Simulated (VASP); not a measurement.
Level of theory: PBE GGA with spin-orbit coupling, VASP's PBE PAW potentials (set 64) (plane waves; VASP).

VASP ran on this input.

### INCAR
```
SYSTEM = Zr
PREC = Accurate
ENCUT = 400
EDIFF = 1E-6
NELM = 100
ALGO = Normal
LREAL = .FALSE.
LASPH = .TRUE.
ISMEAR = 0
SIGMA = 0.05
GGA = PE
LMAXMIX = 4
LWAVE = .FALSE.
LCHARG = .FALSE.
LSORBIT = .TRUE.
MAGMOM = 0 0 0 0 0 0
GGA_COMPAT = .FALSE.
```

File KPOINTS_OPT:
```
k-points along high-symmetry lines
5
Line-mode
Reciprocal
  0.000000   0.000000   0.000000 ! GAMMA
  0.000000   0.500000   0.000000 ! M

  0.000000   0.500000   0.000000 ! M
 -0.333333   0.666667   0.000000 ! K

 -0.333333   0.666667   0.000000 ! K
  0.000000   0.000000   0.000000 ! GAMMA

  0.000000   0.000000   0.000000 ! GAMMA
  0.000000   0.000000   0.500000 ! A

  0.000000   0.000000   0.500000 ! A
  0.000000   0.500000   0.500000 ! L

  0.000000   0.500000   0.500000 ! L
 -0.333333   0.666667   0.500000 ! H

 -0.333333   0.666667   0.500000 ! H
  0.000000   0.000000   0.500000 ! A

  0.000000   0.500000   0.500000 ! L
  0.000000   0.500000   0.000000 ! M

 -0.333333   0.666667   0.500000 ! H
 -0.333333   0.666667   0.000000 ! K
```

File POSCAR:
```
Zr
1
    1.6144463434    -2.7963030387     0.0000000000
    1.6144463434     2.7963030387     0.0000000000
    0.0000000000    -0.0000000000     5.1733133976
Zr
2
Direct
  0.3333330000   0.6666670000   0.2500000000
  0.6666670000   0.3333330000   0.7500000000
```

### KPOINTS
```
Regular mesh
0
gamma
 12 12 7
0 0 0
```

POTCAR, in this order: Zr_sv (PBE.64 set). Program: vasp_ncl.

Output

File OSZICAR:
```
       N       E                     dE             d eps       ncg     rms          rms(c)
DAV:   1     0.209134822639E+03    0.20913E+03   -0.11239E+04  4968   0.124E+03
DAV:   2     0.958023421567E+00   -0.20818E+03   -0.20144E+03  5584   0.401E+02
DAV:   3    -0.168324948938E+02   -0.17791E+02   -0.17132E+02  8240   0.792E+01
DAV:   4    -0.178598831142E+02   -0.10274E+01   -0.10240E+01  6960   0.192E+01
DAV:   5    -0.178969354729E+02   -0.37052E-01   -0.37046E-01  7096   0.294E+00    0.142E+01
DAV:   6    -0.172906399464E+02    0.60630E+00   -0.94157E-01  5096   0.867E+00    0.558E+00
DAV:   7    -0.171727684109E+02    0.11787E+00   -0.62025E-01  6560   0.609E+00    0.120E+00
DAV:   8    -0.171777631515E+02   -0.49947E-02   -0.38724E-02  6592   0.121E+00    0.784E-01
DAV:   9    -0.171796319723E+02   -0.18688E-02   -0.79528E-03  5664   0.107E+00    0.182E-01
DAV:  10    -0.171794653937E+02    0.16658E-03   -0.48862E-04  6080   0.242E-01    0.246E-02
DAV:  11    -0.171839890217E+02   -0.45236E-02   -0.48402E-05  7752   0.489E-02    0.459E-02
DAV:  12    -0.174645124873E+02   -0.28052E+00   -0.58021E-01  4136   0.866E-02    0.651E-02
DAV:  13    -0.171794574997E+02    0.28505E+00   -0.13471E+00  3480   0.156E-01    0.111E-02
DAV:  14    -0.171794605369E+02   -0.30372E-05   -0.16792E-06  4744   0.165E-02    0.908E-03
DAV:  15    -0.171794607549E+02   -0.21804E-06   -0.18699E-07  3104   0.373E-03
   1 F= -.17179461E+02 E0= -.17177651E+02  d E =-.361901E-02  mag=    -0.0000     0.0000    -0.0000
       N       E                     dE             ncg
```

OUTCAR:
```
------------------------ aborting loop because EDIFF is reached ----------------------------------------
  FORCE on cell =-STRESS in cart. coord.  units (eV):
  Direction    XX          YY          ZZ          XY          YZ          ZX
  --------------------------------------------------------------------------------------
  Total       -0.0387630     -0.0387629      0.0155558      0.0000000      0.0000000      0.0000000
  in kB       -1.3295993     -1.3295993      0.5335773      0.0000000      0.0000000      0.0000000
  external PRESSURE =      -0.7085404 kB  Pullay stress =       0.0000000 kB
  volume of cell :       46.71
      direct lattice vectors                 reciprocal lattice vectors
     1.614446343 -2.796303039  0.000000000     0.309703696 -0.178807516  0.000000000
     1.614446343  2.796303039  0.000000000     0.309703696  0.178807516  0.000000000
     0.000000000  0.000000000  5.173313398     0.000000000  0.000000000  0.193299714
 POSITION                                       TOTAL-FORCE (eV/Angst)
 -----------------------------------------------------------------------------------
      1.61445      0.93210      1.29333         0.000000      0.000000      0.000000
      1.61445     -0.93210      3.87999        -0.000000     -0.000000     -0.000000
 -----------------------------------------------------------------------------------
    total drift:                               -0.000144      0.000000      0.000000
  FREE ENERGIE OF THE ION-ELECTRON SYSTEM (eV)
  ---------------------------------------------------
  free  energy   TOTEN  =       -17.1794607549 eV

  energy  without entropy=      -17.1758417464  energy(sigma->0) =      -17.17765125

 Ion:    1  E_soc:     -0.1429358

 Ion:    2  E_soc:     -0.1429358
```
(Selected blocks of OUTCAR.)

The compound is Zr in the hcp structure. It was relaxed first.
